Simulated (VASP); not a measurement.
## Al3Zn (space group Pm-3m): computed properties

Level of theory: PBEsol GGA, VASP's PBE PAW potentials (set 64) (plane waves; VASP).

```yaml
space_group: Pm-3m (221)
cell: a = b = c = 3.980 Å, α = β = γ = 90.00°
volume_per_atom: 15.76 Å³/atom
band gap (over mesh and band path): none (metal, semimetal or under 0.01 eV)
band_gap_with_spin_orbit_coupling: none (metallic)
density: 3.85 g/cm³
```

```xyz
4
Lattice="3.9801 0.0000 0.0000 0.0000 3.9801 0.0000 0.0000 0.0000 3.9801" Properties=species:S:1:pos:R:3 pbc="T T T"
Al     0.0000     1.9901     1.9901
Al     1.9901     0.0000     1.9901
Al     1.9901     1.9901     0.0000
Zn     0.0000     0.0000     0.0000
```

The structure comes from a computed database's Al3Zn entry (Pm-3m); how it stands against other phases isn't given here. It was relaxed first. Symmetry was kept, so distortions that lower it aren't found. The electron count is odd and the run is not spin-polarised, which forces a metal.
